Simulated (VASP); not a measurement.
The input files of a VASP run:

### KPOINTS
```
Automatic
0
Gamma
15 15 15
```

**POSCAR**
```
Li
1.0
 -1.6459184101   1.6459184101   1.6459184101
  1.6459184101  -1.6459184101   1.6459184101
  1.6459184101   1.6459184101  -1.6459184101
Li
1
Cartesian
  0.0000000000   0.0000000000   0.0000000000
```

**INCAR**
```
ALGO = Normal
EDIFF = 1E-7
ENCUT = 520
GGA = PE
ISIF = 2
ISMEAR = 1
IVDW = 11
LASPH = .True.
LCHARG = .False.
LREAL = .False.
LWAVE = .False.
NELM = 100
PREC = Accurate
SIGMA = 0.1
SYSTEM = Li
```

POTCAR, in this order: Li_sv (PBE.64 set). Program: vasp_std.

Q: Translate this PBE-D3 (zero damping) calculation to Quantum ESPRESSO's pw.x.

A: One equivalent input (not run):
```
&CONTROL
  calculation = 'scf'
  pseudo_dir = './pseudo'
  outdir = './out'
  tprnfor = .true.
  tstress = .true.
/
&SYSTEM
  ibrav = 0
  nat = 1
  ntyp = 1
  ecutwfc = 74
  occupations = 'smearing'
  smearing = 'methfessel-paxton'
  degauss = 0.00735
  input_dft = 'pbe'
  vdw_corr = 'grimme-d3'
  dftd3_version = 3
  dftd3_threebody = .false.
/
&ELECTRONS
  conv_thr = 7.3e-09
  electron_maxstep = 100
/
ATOMIC_SPECIES
  Li 6.940 Li.upf
CELL_PARAMETERS angstrom
    -1.6459184    1.6459184    1.6459184
     1.6459184   -1.6459184    1.6459184
     1.6459184    1.6459184   -1.6459184
ATOMIC_POSITIONS crystal
  Li   0.0000000  0.0000000  0.0000000
K_POINTS automatic
  15 15 15 0 0 0
```
Limits of the translation: the potentials are each code's own (VASP's PAW set, PseudoDojo norm-conserving files in pw.x), so ENCUT and ecutwfc are chosen apart and not converted; conv_thr bounds pw.x's estimated SCF error, while EDIFF bounds the energy change between steps.

The compound is Li in the bcc structure. This cell is one point of a volume scan, at 0.94 of the reference volume.
